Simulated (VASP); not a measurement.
```xyz
1
Lattice="0.0000 1.7902 1.7902 1.7902 0.0000 1.7902 1.7902 1.7902 0.0000" Properties=species:S:1:pos:R:3 pbc="T T T"
Cu     0.0000     0.0000     0.0000
```

Level of theory: r2SCAN meta-GGA, VASP's PBE PAW potentials (set 64) (plane waves; VASP). Numerical set-up: PREC = Normal, EDIFF = 1E-5, 400 eV cut-off, 19×19×19 Γ-centred mesh, first-order Methfessel-Paxton smearing of 0.10 eV, potentials Cu.

Q: Estimate the energy per atom (σ→0), band gap (on the k-mesh) with the smallest direct gap where there is one.

A: 
```json
{
 "band gap (on the k-mesh)": "none (metal, semimetal or under 0.01 eV)",
 "energy per atom (σ→0)": "-10.823 eV/atom"
}
```

Total energies compare only between runs with the same potentials, cut-off and functional.

The compound is Cu in the fcc structure. It was relaxed first.
